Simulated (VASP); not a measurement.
A VASP calculation is set up with these files.

File POSCAR:
```
GaAgSnSe4
1.0
 -3.0191700000   3.0191700000   5.4844950000
  3.0191700000  -3.0191700000   5.4844950000
  3.0191700000   3.0191700000  -5.4844950000
Ga Ag Sn Se
1 1 1 4
Direct
  0.5000000000   0.5000000000   0.0000000000
  0.2500000000   0.7500000000   0.5000000000
  0.7500000000   0.2500000000   0.5000000000
  0.6471000000   0.6346000000   0.5003800000
  0.3654000000   0.8657800000   0.0125000000
  0.1342200000   0.1467200000   0.4996200000
  0.8532800000   0.3529000000   0.9875000000
```

File KPOINTS:
```
Regular mesh
0
G
3 3 3
0 0 0
```

INCAR:
```
SYSTEM = GaAgSnSe4
PREC = Accurate
ENCUT = 300
EDIFF = 1E-6
NELM = 100
ALGO = Normal
LREAL = .FALSE.
LASPH = .TRUE.
ISMEAR = -1
SIGMA = 0.01
GGA = PS
LMAXMIX = 4
LWAVE = .FALSE.
LCHARG = .FALSE.
ISIF = 2
```

POTCAR, in this order: Ga_d Ag Sn_d Se (PBE.64 set). Program: vasp_std.

Question: Write an equivalent input for Ansatz.

Answer: One equivalent input (not run):
Ansatz 0.2 input:
```yaml
crystal:
  lattice:
    - [-3.0191700, 3.0191700, 5.4844950]
    - [3.0191700, -3.0191700, 5.4844950]
    - [3.0191700, 3.0191700, -5.4844950]
  atoms:
    - { symbol: Ga, position: [0.5000000, 0.5000000, 0.0000000] }
    - { symbol: Ag, position: [0.2500000, 0.7500000, 0.5000000] }
    - { symbol: Sn, position: [0.7500000, 0.2500000, 0.5000000] }
    - { symbol: Se, position: [0.6471000, 0.6346000, 0.5003800] }
    - { symbol: Se, position: [0.3654000, 0.8657800, 0.0125000] }
    - { symbol: Se, position: [0.1342200, 0.1467200, 0.4996200] }
    - { symbol: Se, position: [0.8532800, 0.3529000, 0.9875000] }
kpoints:
  mp_grid: { grid: [3, 3, 3] }
hamiltonian:
  xc: pbesol
  pseudopotentials: { kind: paw }
scf:
  occupations: { method: fermi_dirac, width: 0.01 }
  max_iter: 100
output: { forces: true, stress: true, eigenvalues: true }
```
Limits of the translation: each code has its own PAW files, so the cut-off isn't converted (ENCUT is set for VASP's; basis.ecutwfc is left out, and Ansatz then takes the one that its files recommend); Ansatz stops its SCF on the density residual and VASP on the energy change (EDIFF).

The structure comes from a computed database's GaAgSnSe4 entry (I-4); how it stands against other phases isn't given here. The cell was not relaxed at this level. The k-mesh is coarse (spacing up to 0.49 per Å, 2π included), so the numbers may not be converged in it.
